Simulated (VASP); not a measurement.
# Pressure and energy of TaAs (I4₁md) under even scaling of the cell by up to 6 % in volume, BLYP + D4

We calculate the pressure and the energy of TaAs in its polar tetragonal structure (I4₁md) as the cell is scaled evenly about its equilibrium volume, with BLYP + D4 and a static lattice. The volume change is measured from the minimum of the fitted energy curve, 17.78 Å³ per atom. The pressure comes from the stress tensor and is positive in compression; the energy is counted per atom from the lowest point of the series. TaAs is a semimetal of interest for transport and optical devices, where films and contacts are often strained. The slope of pressure against volume says how much stress a given change of volume costs, and its curvature says how far a single elastic constant can be used.

## Computational details

A cell from the Materials Project database, relaxed at this level and then scaled evenly, fractional positions kept. VASP 6.6.1, plane waves with PAW, BLYP + D4, cutoff 400 eV, k mesh 9×9×9, no spin polarisation, no spin-orbit coupling, static lattice. A Birch-Murnaghan fit to the energies has its minimum at 17.78 Å³ per atom.

Notes on method and selection:

- The pressure is that of a finite plane-wave basis, so it need not vanish exactly at the minimum of the energy.
- Only series whose fit has its minimum inside the range and an error under 0.5 meV per atom are shown.
- Where rows or columns differ in functional or spin-orbit coupling, non-spherical gradient terms in the PAW spheres (LASPH) may be on in some and off in others.
- Runs that did not converge, have known faults or may not be shown are not listed, and runs on Ansatz's PAW sets soft_1 and soft_2 are kept to separate tables.

Columns:

- volume change (%): volume relative to the fitted equilibrium volume.
- pressure (GPa): pressure from the stress tensor (positive: compressed).
- energy (meV/atom): energy per atom above the lowest point of the series.

Input lines of one member:

```
PREC = Accurate
ENCUT = 400
EDIFF = 1E-06
NELM = 100
ISMEAR = 0
SIGMA = 0.05
LREAL = .FALSE.
ALGO = Normal
GGA = B5
ALDAX = 1
AGGAX = 1
AGGAC = 1
ALDAC = 0
IVDW = 13
VDW_S6 = 1
```

Command (options for logging and memory left out): `mpirun -np 2 vasp_std`

## Numbers

| member | volume change (%) | pressure (GPa) | energy (meV/atom) |
| --- | --- | --- | --- |
| 16.71 Å³ | −6.04 | 12.24 | 38.9 |
| 17.06 Å³ | −4.05 | 7.72 | 16.8 |
| 17.42 Å³ | −2.05 | 3.67 | 4.1 |
| 17.77 Å³ | −0.05 | ? | ? |
| 18.13 Å³ | 1.95 | −3.22 | 3.5 |
| 18.48 Å³ | 3.95 | −6.13 | 13.8 |
| 18.84 Å³ | 5.95 | −8.74 | 30.3 |

Cells marked ? are withheld until the estimate has been made.

Least-squares fits to the members shown, with x = volume change (%); R² and errors in the fitted variable (y, or ln y where the fit is in ln y):

| y | members | fit | R² | rms residual | leave-one-out rms | the same for the mean of the others |
| --- | --- | --- | --- | --- | --- | --- |
| pressure (GPa) | 6 | y = −0.05666 − 1.738 x + 0.04805 x² | 1.00 | 0.044 | 0.13 | 9.1 |
| energy (meV/atom) | 6 | y = −0.1138 − 0.4885 x + 0.9647 x² | 1.00 | 0.85 | 2.4 | 16 |

## Reading the trend

Among the six cells shown, the pressure falls at every step of expansion, from 12.24 GPa at −6.04 % to −8.74 GPa at 5.95 %. Between the two cells nearest the minimum the slope is (−3.22 − 3.67) / (1.95 + 2.05) = −1.72 GPa per % of volume, which corresponds to a bulk modulus of 100 × 1.72 = 172 GPa. This holds for even scaling, where the stress along c differs from that in the plane normal to it and the pressure is the mean over the three axes. A cell free to adjust its shape and positions would be somewhat softer.

The curve is not straight. The slope is (7.72 − 12.24) / (6.04 − 4.05) = −2.27 GPa per % at the compressed end and (−8.74 + 6.13) / (5.95 − 3.95) = −1.31 GPa per % at the expanded end. The usual reason is that the repulsion between overlapping electron shells grows steeply as the Ta–As bonds shorten, while the bonding attraction changes more slowly. The lattice therefore stiffens in compression and softens in expansion.

The energy shows the same asymmetry, with 38.9 meV per atom at −6.04 % against 30.3 at 5.95 %. It also agrees with the stress through P = −dE/dV, where 1 meV/Å³ is 0.1602 GPa. From 17.06 to 17.42 Å³ the energy gives (16.8 − 4.1) / (17.42 − 17.06) × 0.1602 = 5.65 GPa, and the mean of the two stress pressures is (7.72 + 3.67) / 2 = 5.70 GPa, equal within the rounding of the volumes.

At the largest volumes the sampled k points show a small gap, whereas the bands overlap at equilibrium and below. The pressure has no visible step between these cells, as expected when few carriers are involved. Nor does the gap on the mesh establish an insulator: without spin-orbit coupling the bands of TaAs are known to cross along lines in mirror planes, and a regular mesh can miss such crossings.

## Prediction

Plain estimates from the members shown:

- 17.77 Å³, fit at x = −0.05: 0.03 GPa
- 17.77 Å³, straight-line interpolation between 17.42 Å³ and 18.13 Å³: w = (−0.05 − (−2.05)) / (1.95 − (−2.05)) = 0.500, so 3.67 + 0.500 × (−3.22 − 3.67) = 0.23 GPa

The straight line between the two neighbours gives 0.23 GPa, which is too high because the pressure curve is convex and lies below its chord. We use instead a cubic through the two nearest cells on each side, which are evenly spaced by 2 % about the withheld one:

P = [4 × (3.67 − 3.22) − (7.72 − 6.13)] / 6 = 0.035 GPa.

The same kind of cubic can be tried on shown members. Drawn through the cells at 17.06, 17.42, 18.48 and 18.84 Å³, it gives −0.2 × 7.72 + 0.5 × 3.67 + 1.0 × (−6.13) − 0.3 × (−8.74) = −3.217 GPa at 18.13 Å³, where the table has −3.22. Drawn through those at 16.71, 17.06, 18.13 and 18.48 Å³, it gives −0.3 × 12.24 + 1.0 × 7.72 + 0.5 × (−3.22) − 0.2 × (−6.13) = 3.664 GPa at 17.42 Å³, where the table has 3.67. The misses are below 0.01 GPa.

The result also makes physical sense. The cell is compressed by 0.05 %, which at 1.72 GPa per % would give 0.05 × 1.72 = 0.09 GPa if the pressure vanished at the energy minimum. The cubic lies about 0.05 GPa lower, and a finite plane-wave basis usually shifts the stress pressure in that direction. The neighbouring pressures already contain this shift, so no further correction is added. With the small misses and the rounding of the table, we take an error of 0.01 GPa.

**Committed estimate, 17.77 Å³: pressure = 0.04 ± 0.01 GPa.**

## The withheld result

| member | volume change (%) | pressure (GPa) | energy (meV/atom) |
| --- | --- | --- | --- |
| 17.77 Å³ | −0.05 | 0.04 | 0.0 |

| member | estimate | pressure (GPa) | computed | estimate − computed | miss in error bars |
| --- | --- | --- | --- | --- | --- |
| 17.77 Å³ | committed | 0.04 | 0.04 | 0.00 | 0.0 |
| 17.77 Å³ | fit | 0.03 | 0.04 | −0.01 |  |
| 17.77 Å³ | interpolation | 0.23 | 0.04 | +0.19 |  |

The computed pressure at 17.77 Å³ is 0.04 GPa, equal to our estimate and inside its error bar of 0.01 GPa. The quadratic fit, at 0.03 GPa, did practically as well. The straight line between the neighbours gave 0.23 GPa, too high by 0.19 GPa.

The argument from curvature held. With the quadratic coefficient of the whole series, a chord over two steps of 2 % should lie above the curve at its middle by 0.04793 × 2.00² = 0.19 GPa, which is the miss found. The lattice thus stiffens smoothly in compression through the equilibrium volume.

The pressure is also about 0.05 GPa below the 0.09 GPa expected from the distance to the energy minimum. The sign fits the usual effect of a finite plane-wave basis on the stress, but no second cutoff is shown that would test this cause.

## Where the trend breaks

Least-squares fits to the whole series, with x = volume change (%); R² and errors in the fitted variable (y, or ln y where the fit is in ln y):

| y | members | fit | R² | rms residual | leave-one-out rms | the same for the mean of the others |
| --- | --- | --- | --- | --- | --- | --- |
| pressure (GPa) | 7 | y = −0.05345 − 1.738 x + 0.04793 x² | 1.00 | 0.041 | 0.11 | 8.2 |
| energy (meV/atom) | 7 | y = −0.08477 − 0.4886 x + 0.9636 x² | 1.00 | 0.79 | 2.1 | 16 |

Largest departures from the fit to the whole series:

| member | pressure (GPa) | fit | computed − fit | in rms residuals |
| --- | --- | --- | --- | --- |
| 17.06 Å³ | 7.72 | 7.77 | −0.05 | 1.3 |
| 16.71 Å³ | 12.24 | 12.19 | +0.05 | 1.2 |
| 18.84 Å³ | −8.74 | −8.70 | −0.04 | 1.0 |
| 17.42 Å³ | 3.67 | 3.71 | −0.04 | 1.0 |

No cell stands out: the largest departures from the quadratic fit are 0.05 GPa, or 1.3 rms residuals, in a series that spans 12.24 + 8.74 = 20.98 GPa. Their signs follow a pattern, with the computed pressure above the fit at −6.04 % and below it at −4.05 %, −2.05 % and 5.95 %. This is what a missing cubic term leaves behind, so the departures belong to the form of the fit and not to particular cells.

## Rules of thumb and their limits

Within about 6 % of the equilibrium volume, the pressure of evenly scaled TaAs is a smooth, convex curve. A new volume inside this range can be estimated to about 0.01 GPa from a cubic through four neighbours, and to about 0.1 GPa from the quadratic fit.

Near equilibrium, 1 GPa of compression costs 1 / 1.72 = 0.58 % of the volume, or 0.58 / 3 = 0.19 % of each cell length. This single slope serves to about 2 %: at −2.05 % it gives 2.05 × 1.72 = 3.53 GPa against 3.67 in the table, but at −6.04 % it gives 6.04 × 1.72 = 10.39 GPa against 12.24. These numbers apply to even scaling. A film clamped in its plane and free along its normal needs the separate elastic constants.

No omitted effect is expected to rival the 21 GPa spanned by the table. Lattice vibrations at room temperature would add very roughly 1 GPa at fixed volume. That matters little for the slope, but it exceeds the pressure at 17.77 Å³ many times over, so the zero of pressure belongs to the static lattice at this level.

[Logs are printed without paths, hosts, clocks, repeated set-up lines and the standing remarks that a program may print on its own settings, such as how far it seeks lower states.]
